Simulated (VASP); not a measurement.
Consider the following.

```yaml
crystal:
  lattice:
    - [3.00891, 0.00000, 0.00000]
    - [-1.50446, 2.60579, 0.00000]
    - [0.00000, 0.00000, 3.99797]
  atoms:
    - { symbol: Ta, position: [0.00000, 0.00000, 0.00000] }
    - { symbol: Si, position: [0.66667, 0.33333, 0.50000] }
```

The numbers are results of PBEsol GGA with spin-orbit coupling, VASP's PBE PAW potentials (set 64) (plane waves; VASP), not measurements. Settings: 400 eV cut-off, 13×13×8 Γ-centred mesh, Gaussian smearing of 0.050 eV, potentials Ta_pv Si.

Question: Give the energies of bands 8 to 21 at the high-symmetry points, in eV from the Fermi level.

Answer: 
| band | Γ | M | K | A | L | H |
|---|---|---|---|---|---|---|
| 8 | -12.01 | -7.49 | -5.93 | -9.97 | -7.70 | -6.75 |
| 9 | -4.07 | -5.70 | -5.12 | -7.68 | -4.51 | -4.92 |
| 10 | -4.07 | -5.70 | -5.11 | -7.68 | -4.51 | -4.88 |
| 11 | -1.73 | -3.78 | -3.91 | -0.57 | -4.36 | -3.30 |
| 12 | -1.73 | -3.78 | -3.62 | -0.57 | -4.36 | -2.79 |
| 13 | -0.16 | -2.80 | -3.13 | 0.13 | -0.52 | -2.52 |
| 14 | -0.16 | -2.80 | -3.02 | 0.13 | -0.52 | -2.35 |
| 15 | 0.28 | 1.47 | -1.39 | 0.63 | -0.42 | -0.81 |
| 16 | 0.28 | 1.47 | -1.23 | 0.63 | -0.42 | -0.61 |
| 17 | 2.71 | 3.04 | 1.72 | 1.66 | 0.89 | 0.93 |
| 18 | 2.71 | 3.04 | 1.74 | 1.66 | 0.89 | 0.93 |
| 19 | 3.04 | 4.17 | 1.95 | 1.89 | 4.77 | 5.13 |
| 20 | 3.04 | 4.17 | 1.99 | 1.89 | 4.77 | 5.22 |
| 21 | 7.34 | 5.59 | 4.88 | 7.24 | 5.61 | 5.56 |

It has no gap at this level: it comes out as a metal or semimetal.

The structure was generated: TaSi was put into the WC type (P-6m2), which need not be its known phase. It was relaxed first, which changed the volume by -12 %.
